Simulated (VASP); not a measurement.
VASP ran on this input.

### INCAR
```
SYSTEM = Be2Ge
PREC = Accurate
ENCUT = 400
EDIFF = 1E-6
NELM = 100
ALGO = Normal
LREAL = .FALSE.
LASPH = .TRUE.
ISMEAR = 1
SIGMA = 0.1
GGA = PE
LMAXMIX = 4
LWAVE = .FALSE.
LCHARG = .FALSE.
ISIF = 2
ICHARG = 11
```

KPOINTS:
```
Automatic mesh
0
Gamma
8 8 4
0 0 0
```

File POSCAR:
```
Be2Ge
1
    3.3816690000     0.0000000000     0.0000000000
   -1.6908350000     2.9286110000     0.0000000000
    0.0000000000     0.0000000000     5.4553340000
Ge Be
1 2
Direct
  0.0000000000   0.0000000000   0.0000000000
  0.3333330000   0.6666670000   0.2520000000
  0.6666670000   0.3333330000   0.7480000000
```

POTCAR, in this order: Ge_d Be (PBE.64 set). Program: vasp_std.

Output of the run:

**standard output**
```
 POSCAR found type information on POSCAR GeBe
 POSCAR found :  2 types and       3 ions
 Reading from existing POTCAR
 Reading from existing POTCAR
 LDA part: xc-table for (Slater+PW92), standard interpolation
 WARNING: stress and forces are not correct
 POSCAR, INCAR and KPOINTS ok, starting setup
 WAVECAR not read
 WARNING: CHGCAR is incomplete

 -----------------------------------------------------------------------------
|                                                                             |
|     EEEEEEE  RRRRRR   RRRRRR   OOOOOOO  RRRRRR      ###     ###     ###     |
|     E        R     R  R     R  O     O  R     R     ###     ###     ###     |
|     E        R     R  R     R  O     O  R     R     ###     ###     ###     |
|     EEEEE    RRRRRR   RRRRRR   O     O  RRRRRR       #       #       #      |
|     E        R   R    R   R    O     O  R   R                               |
|     E        R    R   R    R   O     O  R    R      ###     ###     ###     |
|     EEEEEEE  R     R  R     R  OOOOOOO  R     R     ###     ###     ###     |
|                                                                             |
|     ICHARG>10                                                               |
|                                                                             |
|       ---->  I REFUSE TO CONTINUE WITH THIS SICK JOB ... BYE!!! <----       |
|                                                                             |
 -----------------------------------------------------------------------------
```

Problem. Read the log: what went wrong, and how is it fixed?

Solution. The cause: ICHARG = 11 asks for a fixed density, but there is no CHGCAR. VASP stops with an error: ERROR: charge density could not be read from file CHGCAR for ICHARG>10 ----> I REFUSE TO CONTINUE WITH THIS SICK JOB ... BYE!!! <---- To mend it, run self-consistently first and keep its CHGCAR, or remove ICHARG. The plain static run on this cell (PBE GGA, plane waves, VASP's PBE PAW potentials (set 64)) converges, and its OSZICAR ends with
```
   1 F= -.89144827E+01 E0= -.89140579E+01  d E =-.127444E-02
```

The structure was generated: Be2Ge was put into the CdI2 type (P-3m1), which need not be its known phase. The cell was not relaxed at this level.
